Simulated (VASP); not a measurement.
Given:

```
CELL_PARAMETERS angstrom
     -1.61946     1.61946     1.61946
      1.61946    -1.61946     1.61946
      1.61946     1.61946    -1.61946
ATOMIC_POSITIONS crystal
  Au 0.00000 0.00000 0.00000
```

Method: PBEsol GGA, VASP's PBE PAW potentials (set 64) (plane waves; VASP 6.6.1). Numerical set-up: 480 eV cut-off, 14×14×14 Γ-centred mesh, first-order Methfessel-Paxton smearing of 0.10 eV, potentials Au.

Energy and stress use the plane-wave basis of the starting cell.

Task: The ions, cell shape and volume at an external pressure of 30.0 GPa are relaxed. Which structure does the run end with?

Result: 
```
CELL_PARAMETERS angstrom
     -1.55551     1.55551     1.55551
      1.55551    -1.55551     1.55551
      1.55551     1.55551    -1.55551
ATOMIC_POSITIONS crystal
  Au 0.00000 0.00000 0.00000
```
Space group Im-3m (229), at a tolerance of 0.03 Å.

Task: How do energy and volume change from the first to the last step?

Result: The energy (σ→0) changes by +158.1 meV/atom and the volume by -11.4 %, in 5 ionic steps.

The structure was generated: Au was put into the bcc type (Im-3m), which need not be its known phase. This run relaxes it under an external pressure of 30 GPa. Symmetry was kept, so distortions that lower it aren't found.
